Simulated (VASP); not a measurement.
VASP runs on Te (space group P6_3/mmc) share one base input (PBE GGA, plane waves, VASP's PBE PAW potentials (set 64)) and change the settings named in each case.

### INCAR
```
NELM  =  100   ! most electronic steps
SYSTEM  =  Te
EDIFF  =  1E-6   ! SCF stop (eV)
LMAXMIX  =  4   ! l cut-off of mixed one-centre charges
GGA  =  PE
LCHARG  =  .FALSE.
PREC  =  Accurate
LWAVE  =  .FALSE.
SIGMA  =  0.136
ISMEAR  =  0   ! Gaussian
LREAL  =  .FALSE.
ALGO  =  Normal
LASPH  =  .TRUE.
ENCUT  =  300
ISIF  =  2   ! forces and stress, cell fixed
```

### KPOINTS
```
kpoints
0
gamma
 5 5 2
0 0 0
```

POSCAR:
```
Te
1
    3.4376800000     0.0000000000     0.0000000000
   -1.7188400000     2.9771180000     0.0000000000
    0.0000000000     0.0000000000    11.0607580000
Te
4
Direct
  0.0000000000   0.0000000000   0.0000000000
  0.0000000000   0.0000000000   0.5000000000
  0.3333330000   0.6666670000   0.2500000000
  0.6666670000   0.3333330000   0.7500000000
```

POTCAR, in this order: Te (PBE.64 set). Program: vasp_std.

```csv
change,E(σ→0) (eV/atom),pressure (GPa),−TS (eV)
base run,-2.7486,0.03,-0.0117
"GGA removed, POTCAR Te (LDA.64 set)",-3.4758,-3.85,-0.0124
"GGA_COMPAT = .FALSE., LNONCOLLINEAR = .TRUE., LSORBIT = .TRUE., MAGMOM = 0.0 0.0 0.0 0.0 0.0 0.0 0.0 0.0 0.0 0.0 0.0 0.0, program vasp_ncl",-2.8882,0.54,-0.0180
KPOINTS 1×1×1 Γ-centred mesh,4.9340,59.87,-0.2434
```
 Energies of different potentials or functionals have different zeros. Unless said otherwise, spin-orbit coupling is left out, though it shifts the bands of the heavy elements here.

Left out are runs that ran out of time, are held back, or changed the cell or the kind of run, fixed moments of cells without a moment, rows past the twelfth, gaps on odd meshes, pressures of charged cells and columns that move by less than the noise.

The structure was generated: Te was put into an ordered model structure (P6_3/mmc), which need not be its known phase. The cell was not relaxed at this level.
